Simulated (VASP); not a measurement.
Energy against volume of Li$_{2}$S (antifluorite). These are LDA (Ceperley-Alder, Perdew-Zunger), VASP's LDA PAW potentials (set 64) (plane waves; VASP) values and carry that method's errors. Numerical set-up: 520 eV cut-off, 8×8×8 Γ-centred mesh, Gaussian smearing of 0.050 eV, potentials Li_sv S.

```csv
V (Å³/atom),E (eV/atom)
13.935,-4.33597
14.366,-4.33822
14.797,-4.33671
15.228,-4.33195
```

Problem. Fit these four points and predict the energy of the run at 13.504 Å³/atom.

Solution. A cubic in V^(−2/3), the third-order Birch-Murnaghan form, passes through the four points with V0 = 14.40 Å³/atom and B0 = 46 GPa, and gives -4.3294 eV/atom there. The run gave -4.3294 eV/atom, +0.0 meV/atom from the fit; all five points give B0 = 46 GPa.

The compound is Li2S in the antifluorite structure. It was relaxed first, which changed the volume by -8 %.
